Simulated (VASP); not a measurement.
Computed with PBE GGA, VASP's PBE PAW potentials (set 64) (plane waves; VASP 6.6.1).

A VASP calculation is set up with these files.

File KPOINTS:
```
kpoints
0
G
  7 7 4
```

INCAR:
```
EDIFF  =  1E-6   # SCF stop (eV)
ISPIN  =  2   # spin-polarised
SIGMA  =  0.05   # width (eV)
LREAL  =  .FALSE.   # projection in real space or not
MAGMOM  =  2*2.0
ALGO  =  Normal   # blocked Davidson
ISIF  =  2   # forces and stress, cell fixed
ENCUT  =  300
GGA  =  PE   # PBE
LORBIT  =  11
LWAVE  =  .FALSE.
SYSTEM  =  Tm
LCHARG  =  .FALSE.
LASPH  =  .TRUE.
NELM  =  100   # most electronic steps
ISMEAR  =  0
PREC  =  Accurate
LMAXMIX  =  6   # l cut-off of mixed one-centre charges
```

### POSCAR
```
Tm
3.46920
  0.5000000000  -0.8660253084   0.0000000000
  0.5000000000   0.8660253084   0.0000000000
  0.0000000000   0.0000000000   1.5677966102
Tm
2
Cartesian
  0.5000000000   0.2886756802   0.3919491525
  0.5000000000  -0.2886756802   1.1758474576
```

POTCAR, in this order: Tm (PBE.64 set). Program: vasp_std.

The resulting files:

File OSZICAR:
```
       N       E                     dE             d eps       ncg     rms          rms(c)
DAV:   1     0.269732593302E+03    0.26973E+03   -0.12521E+04  3655   0.364E+03
DAV:   2     0.390392057954E+02   -0.23069E+03   -0.22079E+03  3334   0.437E+02
DAV:   3     0.132263921885E+01   -0.37717E+02   -0.36326E+02  3793   0.132E+02
DAV:   4    -0.687754578530E+01   -0.82002E+01   -0.80948E+01  5357   0.517E+01
DAV:   5    -0.738381206666E+01   -0.50627E+00   -0.50263E+00  4491   0.178E+01    0.344E+01
DAV:   6    -0.103491577963E+02   -0.29653E+01   -0.52994E+00  3803   0.469E+01    0.256E+01
DAV:   7    -0.199342449056E+02   -0.95851E+01   -0.10074E+02  3178   0.784E+01    0.956E+01
DAV:   8    -0.143781423241E+02    0.55561E+01   -0.27115E+00  4561   0.301E+01    0.668E+01
DAV:   9    -0.814593074989E+01    0.62322E+01   -0.65984E+00  2909   0.603E+01    0.238E+01
DAV:  10    -0.801499998641E+01    0.13093E+00   -0.20601E+00  4469   0.165E+01    0.131E+01
DAV:  11    -0.793494839020E+01    0.80052E-01   -0.31103E-01  5028   0.579E+00    0.106E+01
DAV:  12    -0.785150863232E+01    0.83440E-01   -0.72922E-02  5076   0.518E+00    0.845E+00
DAV:  13    -0.782266551314E+01    0.28843E-01   -0.25198E-01  4229   0.779E+00    0.609E+00
DAV:  14    -0.787208002352E+01   -0.49415E-01   -0.26598E-01  4765   0.393E+00    0.511E+00
DAV:  15    -0.779842527805E+01    0.73655E-01   -0.17802E-01  3663   0.100E+01    0.537E+00
DAV:  16    -0.784082809914E+01   -0.42403E-01   -0.64457E-01  3477   0.108E+01    0.461E+00
DAV:  17    -0.778121379175E+01    0.59614E-01   -0.31797E-01  3547   0.125E+01    0.239E+00
DAV:  18    -0.779472907368E+01   -0.13515E-01   -0.38406E-02  4270   0.299E+00    0.197E+00
DAV:  19    -0.779412620806E+01    0.60287E-03   -0.18079E-02  4273   0.257E+00    0.171E+00
DAV:  20    -0.779985758438E+01   -0.57314E-02   -0.87988E-03  4668   0.197E+00    0.152E+00
DAV:  21    -0.779899143781E+01    0.86615E-03   -0.98839E-03  4418   0.129E+00    0.892E-01
DAV:  22    -0.779913502931E+01   -0.14359E-03   -0.24093E-03  4676   0.698E-01    0.476E-01
DAV:  23    -0.779971440886E+01   -0.57938E-03   -0.12074E-03  4740   0.471E-01    0.437E-01
DAV:  24    -0.779983816595E+01   -0.12376E-03   -0.39532E-04  4604   0.478E-01    0.246E-01
DAV:  25    -0.779984558355E+01   -0.74176E-05   -0.31566E-04  4508   0.562E-01    0.166E-01
DAV:  26    -0.779988115941E+01   -0.35576E-04   -0.20721E-04  4879   0.108E-01    0.163E-01
DAV:  27    -0.779990556649E+01   -0.24407E-04   -0.41745E-05  4380   0.502E-02    0.144E-01
DAV:  28    -0.779990662300E+01   -0.10565E-05   -0.28758E-06  2631   0.130E-02    0.141E-01
DAV:  29    -0.779992911277E+01   -0.22490E-04   -0.77622E-06  2481   0.908E-02    0.110E-01
DAV:  30    -0.779994758163E+01   -0.18469E-04   -0.37377E-05  4325   0.142E-01    0.449E-02
DAV:  31    -0.779994829296E+01   -0.71133E-06   -0.96797E-06  3458   0.338E-02
   1 F= -.77999483E+01 E0= -.77927112E+01  d E =-.144741E-01  mag=     2.2710
```

### OUTCAR
```
------------------------ aborting loop because EDIFF is reached ----------------------------------------
  FORCE on cell =-STRESS in cart. coord.  units (eV):
  Direction    XX          YY          ZZ          XY          YZ          ZX
  --------------------------------------------------------------------------------------
  Total        0.9250542      0.9250540      1.7033155      0.0000000      0.0000000      0.0000000
  in kB       26.1438452     26.1438394     48.1390336      0.0000000      0.0000000      0.0000000
  external PRESSURE =      33.4755727 kB  Pullay stress =       0.0000000 kB
  volume of cell :       56.69
      direct lattice vectors                 reciprocal lattice vectors
     1.734600000 -3.004415000  0.000000000     0.288250894 -0.166421749  0.000000000
     1.734600000  3.004415000  0.000000000     0.288250894  0.166421749  0.000000000
     0.000000000  0.000000000  5.439000000     0.000000000  0.000000000  0.183857327
 POSITION                                       TOTAL-FORCE (eV/Angst)
 -----------------------------------------------------------------------------------
      1.73460      1.00147      1.35975         0.000000     -0.000000      0.000000
      1.73460     -1.00147      4.07925        -0.000000      0.000000      0.000000
 -----------------------------------------------------------------------------------
    total drift:                               -0.000000      0.002287     -0.000013
  FREE ENERGIE OF THE ION-ELECTRON SYSTEM (eV)
  ---------------------------------------------------
  free  energy   TOTEN  =        -7.7999482930 eV

  energy  without entropy=       -7.7854741774  energy(sigma->0) =       -7.79271124

 total charge

# of ion       s       p       d       f       tot
--------------------------------------------------
    1        2.226   5.931   0.455  12.458  21.070
    2        2.226   5.931   0.455  12.458  21.070
--------------------------------------------------
tot          4.453  11.862   0.909  24.916  42.140

 magnetization (x)

# of ion       s       p       d       f       tot
--------------------------------------------------
    1        0.002  -0.039  -0.056   1.346   1.254
    2        0.002  -0.039  -0.056   1.346   1.254
--------------------------------------------------
tot          0.005  -0.078  -0.111   2.692   2.507
```
(Selected blocks of OUTCAR.)

At this cut-off the stress carries a Pulay error, which pulls relaxed volumes low.

The structure is a typed Tm crystal (P6_3/mmc). The cell was not relaxed at this level, and its volume differs by -5.9 % from the start's.
